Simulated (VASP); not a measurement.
Here is the system:

```
CELL_PARAMETERS angstrom
      0.00000     2.26000     2.26000
      2.26000     0.00000     2.26000
      2.26000     2.26000     0.00000
ATOMIC_POSITIONS crystal
  Ga 0.00000 0.00000 0.00000
  N  0.25000 0.25000 0.25000
```

These are G0W0 on PBE orbitals, VASP's PBE PAW potentials (set 64) (plane waves; VASP 6.6.1) values and carry that method's errors. Settings: PREC = Normal, 500 eV cut-off, 4×4×4 Γ-centred mesh, Gaussian smearing of 0.010 eV, potentials Ga_d_GW N_GW_new.

The mesh is coarse and the basis finite, so the quasiparticle values are not converged.

NBANDS = 100, ENCUTGW = 150 eV, NOMEGA = 64. The PBE levels (eV) that the step starts from are:

| state | KS energy | filling |
|---|---|---|
| k1 (0.00, 0.00, 0.00), band 6 | -7.54 | 2 |
| k1 (0.00, 0.00, 0.00), band 7 | 5.69 | 2 |
| k1 (0.00, 0.00, 0.00), band 8 | 5.69 | 2 |
| k1 (0.00, 0.00, 0.00), band 9 | 5.69 | 2 |
| k1 (0.00, 0.00, 0.00), band 10 | 7.34 | 0 |
| k1 (0.00, 0.00, 0.00), band 11 | 15.89 | 0 |
| k1 (0.00, 0.00, 0.00), band 12 | 15.89 | 0 |
| k1 (0.00, 0.00, 0.00), band 13 | 15.89 | 0 |
| k7 (0.50, 0.50, 0.00), band 6 | -5.82 | 2 |
| k7 (0.50, 0.50, 0.00), band 7 | -0.43 | 2 |
| k7 (0.50, 0.50, 0.00), band 8 | 3.00 | 2 |
| k7 (0.50, 0.50, 0.00), band 9 | 3.00 | 2 |
| k7 (0.50, 0.50, 0.00), band 10 | 8.99 | 0 |
| k7 (0.50, 0.50, 0.00), band 11 | 12.26 | 0 |
| k7 (0.50, 0.50, 0.00), band 12 | 17.33 | 0 |
| k7 (0.50, 0.50, 0.00), band 13 | 19.53 | 0 |
| k8 (-0.25, 0.50, 0.25), band 6 | -5.54 | 2 |
| k8 (-0.25, 0.50, 0.25), band 7 | 0.00 | 2 |
| k8 (-0.25, 0.50, 0.25), band 8 | 2.01 | 2 |
| k8 (-0.25, 0.50, 0.25), band 9 | 2.07 | 2 |
| k8 (-0.25, 0.50, 0.25), band 10 | 11.87 | 0 |
| k8 (-0.25, 0.50, 0.25), band 11 | 13.97 | 0 |
| k8 (-0.25, 0.50, 0.25), band 12 | 15.85 | 0 |
| k8 (-0.25, 0.50, 0.25), band 13 | 16.75 | 0 |

**Question.** Give the quasiparticle energies and renormalisation factors Z.

**Answer.** 
```
state                            QP energy (eV)     Z
-------------------------------  --------------  ----
k1 (0.00, 0.00, 0.00), band 6            -10.43  0.72
k1 (0.00, 0.00, 0.00), band 7              5.15  0.75
k1 (0.00, 0.00, 0.00), band 8              5.15  0.75
k1 (0.00, 0.00, 0.00), band 9              5.15  0.75
k1 (0.00, 0.00, 0.00), band 10             7.85  0.77
k1 (0.00, 0.00, 0.00), band 11            16.46  0.77
k1 (0.00, 0.00, 0.00), band 12            16.46  0.77
k1 (0.00, 0.00, 0.00), band 13            16.46  0.77
k7 (0.50, 0.50, 0.00), band 6             -7.64  0.71
k7 (0.50, 0.50, 0.00), band 7             -1.27  0.71
k7 (0.50, 0.50, 0.00), band 8              2.25  0.74
k7 (0.50, 0.50, 0.00), band 9              2.25  0.74
k7 (0.50, 0.50, 0.00), band 10             9.12  0.79
k7 (0.50, 0.50, 0.00), band 11            12.94  0.77
k7 (0.50, 0.50, 0.00), band 12            17.98  0.72
k7 (0.50, 0.50, 0.00), band 13            20.21  0.71
k8 (-0.25, 0.50, 0.25), band 6            -7.40  0.71
k8 (-0.25, 0.50, 0.25), band 7            -0.77  0.72
k8 (-0.25, 0.50, 0.25), band 8             1.13  0.73
k8 (-0.25, 0.50, 0.25), band 9             1.27  0.73
k8 (-0.25, 0.50, 0.25), band 10           12.26  0.76
k8 (-0.25, 0.50, 0.25), band 11           15.09  0.74
k8 (-0.25, 0.50, 0.25), band 12           16.33  0.75
k8 (-0.25, 0.50, 0.25), band 13           17.17  0.75
```
On the mesh the gap opens from 1.65 to 2.70 eV.

The compound is GaN in the zinc blende structure, a metastable form; wurtzite is the usual one. The cell was not relaxed at this level. The k-mesh is coarse (spacing up to 0.60 per Å, 2π included), so the numbers may not be converged in it.
